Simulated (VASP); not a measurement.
All values below come from PBE GGA, VASP's PBE PAW potentials (set 64) (plane waves; VASP).

VASP input:

**POSCAR**
```
PtS2
1
    1.7531920000    -3.0933310000     0.0000000000
    1.7531920000     3.0933310000     0.0000000000
    0.0000000000     0.0000000000     5.0249290000
Pt S
1 2
Direct
  0.0000000000   0.0000000000   0.0000000000
  0.3333330000   0.6666670000   0.2300000000
  0.6895910000   0.3562570000   0.7700000000
```

**INCAR**
```
SYSTEM = PtS2
PREC = Accurate
ENCUT = 400
EDIFF = 1E-6
NELM = 100
ALGO = VeryFast
LREAL = .FALSE.
LASPH = .TRUE.
ISMEAR = 0
SIGMA = 0.05
GGA = PE
LMAXMIX = 6
LWAVE = .FALSE.
LCHARG = .FALSE.
ISIF = 2
```

### KPOINTS
```
Automatic mesh
0
Gamma
7 7 4
0 0 0
```

POTCAR, in this order: Pt S (PBE.64 set). Program: vasp_std.

Q: What does the run give for the energy per atom (σ→0), pressure, largest force?

A: 
```
Item                            Value
---------------------  --------------
energy per atom (σ→0)  -5.080 eV/atom
pressure                    10.97 GPa
largest force              1.521 eV/Å
```

### OSZICAR
```
...
RMM:  14    -0.152740124187E+02    0.24136E+00   -0.86527E-01  5736   0.540E+00    0.662E+00
RMM:  15    -0.152397267048E+02    0.34286E-01   -0.36592E-02  3507   0.155E+00    0.638E-01
RMM:  16    -0.152397491275E+02   -0.22423E-04   -0.47986E-03  3422   0.500E-01    0.129E-01
RMM:  17    -0.152398755094E+02   -0.12638E-03   -0.63168E-04  3463   0.206E-01    0.670E-02
RMM:  18    -0.152399302941E+02   -0.54785E-04   -0.21280E-04  3499   0.107E-01    0.267E-02
RMM:  19    -0.152399339140E+02   -0.36199E-05   -0.39345E-05  3550   0.483E-02    0.864E-03
RMM:  20    -0.152399345244E+02   -0.61038E-06   -0.91389E-06  3401   0.229E-02
   1 F= -.15239935E+02 E0= -.15239935E+02  d E =-.305845E-16
```

The compound is PtS2 in the 1T layered structure. The cell was not relaxed at this level, atoms are displaced from their ideal sites. The run is one of a series of settings (ALGO = VeryFast against the base run), some of them coarse on purpose.
